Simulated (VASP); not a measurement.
Input for VASP

INCAR:
```
SYSTEM = Re
PREC = Accurate
ENCUT = 400
EDIFF = 1E-6
NELM = 100
ALGO = Normal
LREAL = .FALSE.
LASPH = .TRUE.
ISMEAR = 0
SIGMA = 0.001
GGA = PE
LMAXMIX = 6
LWAVE = .FALSE.
LCHARG = .FALSE.
ISIF = 2
```

### KPOINTS
```
Automatic mesh
0
Gamma
3 3 2
0 0 0
```

POSCAR:
```
Re
1
    1.4076000000    -2.4380350000     0.0000000000
    1.4076000000     2.4380350000     0.0000000000
    0.0000000000     0.0000000000     4.5492000000
Re
2
Direct
  0.3333330000   0.6666670000   0.2500000000
  0.6666670000   0.3333330000   0.7500000000
```

POTCAR, in this order: Re (PBE.64 set). Program: vasp_std.

Output of the run:

File standard output:
```
 POSCAR found type information on POSCAR Re
 POSCAR found :  1 types and       2 ions
 Reading from existing POTCAR
 Reading from existing POTCAR
 LDA part: xc-table for (Slater+PW92), standard interpolation
 POSCAR, INCAR and KPOINTS ok, starting setup
 WAVECAR not read
 entering main loop
       N       E                     dE             d eps       ncg     rms          rms(c)
DAV:   1     0.209427085337E+02    0.20943E+02   -0.60853E+03   258   0.143E+03
DAV:   2    -0.218276489773E+02   -0.42770E+02   -0.37225E+02   218   0.328E+02
DAV:   3    -0.254153456031E+02   -0.35877E+01   -0.29759E+01   236   0.119E+02
DAV:   4    -0.256605134382E+02   -0.24517E+00   -0.20642E+00   237   0.141E+01
DAV:   5    -0.256908181046E+02   -0.30305E-01   -0.23606E-01   226   0.328E+00    0.380E+01
DAV:   6    -0.244560041487E+02    0.12348E+01   -0.13752E+00   250   0.357E+01    0.141E+01
DAV:   7    -0.240802872525E+02    0.37572E+00   -0.84639E-01   250   0.273E+01    0.109E+00
DAV:   8    -0.240713269787E+02    0.89603E-02   -0.18720E-02   237   0.796E-01    0.240E-01
DAV:   9    -0.240686141224E+02    0.27129E-02   -0.76761E-03   231   0.105E+00    0.338E-02
DAV:  10    -0.240687084892E+02   -0.94367E-04   -0.96711E-04   245   0.931E-02    0.190E-02
DAV:  11    -0.240687353297E+02   -0.26840E-04   -0.23777E-04   189   0.373E-02    0.614E-03
DAV:  12    -0.240687417998E+02   -0.64701E-05   -0.65141E-05   150   0.132E-02    0.111E-03
DAV:  13    -0.240687430984E+02   -0.12985E-05   -0.13833E-05   150   0.163E-02    0.180E-03
DAV:  14    -0.240687433787E+02   -0.28031E-06   -0.33176E-06   126   0.836E-03
   1 F= -.24068743E+02 E0= -.24068671E+02  d E =-.144545E-03
```

### OUTCAR
```
------------------------ aborting loop because EDIFF is reached ----------------------------------------
  FORCE on cell =-STRESS in cart. coord.  units (eV):
  Direction    XX          YY          ZZ          XY          YZ          ZX
  --------------------------------------------------------------------------------------
  Total       -2.1611458     -2.1611463     -0.1338852      0.0000000      0.0000000      0.0000000
  in kB     -110.8946100   -110.8946358     -6.8700326      0.0000000      0.0000000      0.0000000
  external PRESSURE =     -76.2197595 kB  Pullay stress =       0.0000000 kB
  volume of cell :       31.22
      direct lattice vectors                 reciprocal lattice vectors
     1.407600000 -2.438035000  0.000000000     0.355214550 -0.205083192  0.000000000
     1.407600000  2.438035000  0.000000000     0.355214550  0.205083192  0.000000000
     0.000000000  0.000000000  4.549200000     0.000000000  0.000000000  0.219818869
 POSITION                                       TOTAL-FORCE (eV/Angst)
 -----------------------------------------------------------------------------------
      1.40760      0.81268      1.13730         0.000000     -0.000000      0.000000
      1.40760     -0.81268      3.41190        -0.000000      0.000000      0.000000
 -----------------------------------------------------------------------------------
    total drift:                                0.000000      0.000012     -0.000005
  FREE ENERGIE OF THE ION-ELECTRON SYSTEM (eV)
  ---------------------------------------------------
  free  energy   TOTEN  =       -24.0687433787 eV

  energy  without entropy=      -24.0685988340  energy(sigma->0) =      -24.06867111
```
(Selected blocks of OUTCAR.)

The run ends quietly. Is anything wrong with it?

The cause: a metal was run with a tiny SIGMA on a coarse mesh. The run ends without an error. Against the sound run, the energy per atom (σ→0) increases by 0.354 eV/atom; the pressure rises by 7.45 GPa. To mend it, set ISMEAR = 1, set SIGMA = 0.1, correct KPOINTS.
File KPOINTS:
```
Automatic mesh
0
Gamma
11 11 6
0 0 0
```
The mended run (PBE GGA, plane waves, VASP's PBE PAW potentials (set 64)) converges, and its OSZICAR ends with
```
   1 F= -.24777496E+02 E0= -.24777445E+02  d E =-.153225E-03
```

The compound is Re in the hcp structure. The cell was not relaxed at this level.
